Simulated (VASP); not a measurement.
Input:

```
CELL_PARAMETERS angstrom
      1.43001    -2.47685     0.00000
      1.43001     2.47685     0.00000
      0.00000     0.00000     4.52227
ATOMIC_POSITIONS crystal
  Ti 0.33333 0.66667 0.25000
  Ti 0.66667 0.33333 0.75000
```

All values below come from PBEsol GGA, VASP's PBE PAW potentials (set 64) (plane waves; VASP). Settings: 500 eV cut-off, 15×15×8 Γ-centred mesh, first-order Methfessel-Paxton smearing of 0.10 eV, potentials Ti_sv.

Energy and stress use the plane-wave basis of the starting cell.

Q: The ions, cell shape and volume at an external pressure of 10.0 GPa are relaxed. Give the cell that the relaxation ends in.

A: 
```
CELL_PARAMETERS angstrom
      1.41433    -2.44970     0.00000
      1.41433     2.44970     0.00000
      0.00000     0.00000     4.47054
ATOMIC_POSITIONS crystal
  Ti 0.33333 0.66667 0.25000
  Ti 0.66667 0.33333 0.75000
```
Space group P6_3/mmc (194), at a tolerance of 0.03 Å.

Q: How do energy and volume change from the first to the last step?

A: The energy (σ→0) changes by +24.6 meV/atom and the volume by -3.3 %, in 3 ionic steps.

The compound is Ti in the hcp structure. This run relaxes it under an external pressure of 10 GPa. Symmetry was kept, so distortions that lower it aren't found.
